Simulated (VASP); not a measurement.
Method: LDA (Ceperley-Alder, Perdew-Zunger), VASP's LDA PAW potentials (set 64) (plane waves; VASP 6.6.1).

A VASP calculation is set up with these files.

File KPOINTS:
```
Automatic mesh
0
Gamma
9 9 9
0 0 0
```

**POSCAR**
```
InSb
1.0
  0.0000000000   3.2286608091   3.2286608091
  3.2286608091   0.0000000000   3.2286608091
  3.2286608091   3.2286608091   0.0000000000
In Sb
1 1
direct
  0.0000000000   0.0000000000   0.0000000000
  0.2500000000   0.2500000000   0.2500000000
```

### INCAR
```
ALGO  =  Normal
EDIFF  =  1E-6
EDIFFG  =  -0.01
ENCUT  =  520
IBRION  =  2
ISIF  =  3
ISMEAR  =  1
LASPH  =  .TRUE.
LCHARG  =  .FALSE.
LMAXMIX  =  4
LREAL  =  .FALSE.
LWAVE  =  .FALSE.
NELM  =  100
NSW  =  60
PREC  =  Accurate
SIGMA  =  0.1
SYSTEM  =  InSb
```

POTCAR, in this order: In_d Sb (LDA.64 set). Program: vasp_std.

Unless said otherwise, spin-orbit coupling is left out, though it shifts the bands of the heavy elements here.

Task: What does the run give for the energy per atom (σ→0), volume per atom, band gap (on the k-mesh)?

Result: 
| Property | Value |
|---|---|
| energy per atom (σ→0) | -4.107 eV/atom |
| band gap (on the k-mesh) | none (metal, semimetal or under 0.01 eV) |
| volume per atom | 33.58 Å^3/atom |

**OSZICAR**
```
...
       N       E                     dE             d eps       ncg     rms          rms(c)
DAV:   1    -0.821514276240E+01   -0.88504E-03   -0.22079E-02  1145   0.305E+00    0.184E-01
DAV:   2    -0.821439572842E+01    0.74703E-03   -0.17007E-03  1110   0.963E-01    0.642E-02
DAV:   3    -0.821427811281E+01    0.11762E-03   -0.36218E-04  1215   0.395E-01    0.367E-02
DAV:   4    -0.821427569224E+01    0.24206E-05   -0.11474E-05   925   0.347E-02    0.250E-02
DAV:   5    -0.821427297837E+01    0.27139E-05   -0.19775E-06   925   0.138E-02    0.103E-02
DAV:   6    -0.821427269429E+01    0.28409E-06   -0.47198E-07   505   0.818E-03
   2 F= -.82142727E+01 E0= -.82142863E+01  d E =-.150401E-04
```

The compound is InSb in the zinc blende structure. This run relaxes it. Symmetry was kept, so distortions that lower it aren't found. The start is the result of an earlier pass.
